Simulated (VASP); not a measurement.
Here is the system:

```xyz
3
Lattice="2.1834 -3.7818 0.0000 2.1834 3.7818 0.0000 0.0000 0.0000 8.3616" Properties=species:S:1:pos:R:3 pbc="T T T"
Mg     0.0000     0.0000     0.0000
I      2.1834     1.2606     1.7091
I      2.1834    -1.2606     6.6525
```

Method: RPBE GGA, VASP's PBE PAW potentials (set 64) (plane waves; VASP). Run with 520 eV cut-off, 6×6×3 Γ-centred mesh, Gaussian smearing of 0.050 eV, potentials Mg I.

Without a dispersion term in the relaxation, distances and binding between the weakly bound layers, chains or molecules are unreliable, and so is what depends on them.

Q: The ions and cell shape at fixed volume are relaxed. What does this cell relax into?

A: 
```xyz
3
Lattice="2.1390 -3.7048 0.0000 2.1390 3.7048 0.0000 0.0000 0.0000 8.7127" Properties=species:S:1:pos:R:3 pbc="T T T"
Mg     0.0000     0.0000     0.0000
I      2.1390     1.2349     1.6768
I      2.1390    -1.2349     7.0359
```
Space group P-3m1 (164), at a tolerance of 0.03 Å.

Q: How much energy does the relaxation gain?

A: The energy (σ→0) changes by -10.2 meV/atom, in 7 ionic steps.

The compound is MgI2 in the 1T layered structure. This cell is one point of a volume scan, at 1.06 of the reference volume. Symmetry was kept, so distortions that lower it aren't found.
